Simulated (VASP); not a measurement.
Here is the system:

```
ZrC
1.0
    0.00000     2.40138     2.40138
    2.40138     0.00000     2.40138
    2.40138     2.40138     0.00000
Zr C
1 1
Direct
  0.00000   0.00000   0.00000
  0.50000   0.50000   0.50000
```

Level of theory: TPSS meta-GGA, VASP's PBE PAW potentials (set 64) (plane waves; VASP 6.6.1). Run with 520 eV cut-off, 13×13×13 Γ-centred mesh, first-order Methfessel-Paxton smearing of 0.10 eV, potentials Zr_sv C.

Estimate the energy per atom (σ→0), pressure, band gap (on the k-mesh) with the smallest direct gap where there is one.

* **band gap (on the k-mesh)**: none (metal, semimetal or under 0.01 eV)
* **energy per atom (σ→0)**: -1432.8 kJ/mol of atoms
* **pressure**: -11.67 GPa

Total energies compare only between runs with the same potentials, cut-off and functional.

The compound is ZrC in the rock salt structure. This cell is one point of a volume scan, at 1.06 of the reference volume.
